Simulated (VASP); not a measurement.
Input:

```yaml
crystal:
  lattice:
    - [-1.76292, 1.76292, 1.76292]
    - [1.76292, -1.76292, 1.76292]
    - [1.76292, 1.76292, -1.76292]
  atoms:
    - { symbol: Hf, position: [0.00000, 0.00000, 0.00000] }
```

Calculation: r2SCAN+rVV10, VASP's PBE PAW potentials (set 64) (plane waves; VASP 6.6.1). Run with 400 eV cut-off, 13×13×13 Γ-centred mesh, first-order Methfessel-Paxton smearing of 0.10 eV, potentials Hf_pv.

Unless said otherwise, spin-orbit coupling is left out, though it shifts the bands of the heavy elements here.

Estimate the energy per atom (σ→0), band gap (on the k-mesh) with the smallest direct gap where there is one.

```yaml
band gap (on the k-mesh): none (metal, semimetal or under 0.01 eV)
energy per atom (σ→0): -4319.0 kJ/mol of atoms
```

Total energies compare only between runs with the same potentials, cut-off and functional.

The structure comes from a measured Hf entry (Im-3m) of the Crystallography Open Database, whose conditions weren't checked. It was relaxed first, which changed the volume by -7 %. The start is the result of an earlier pass.
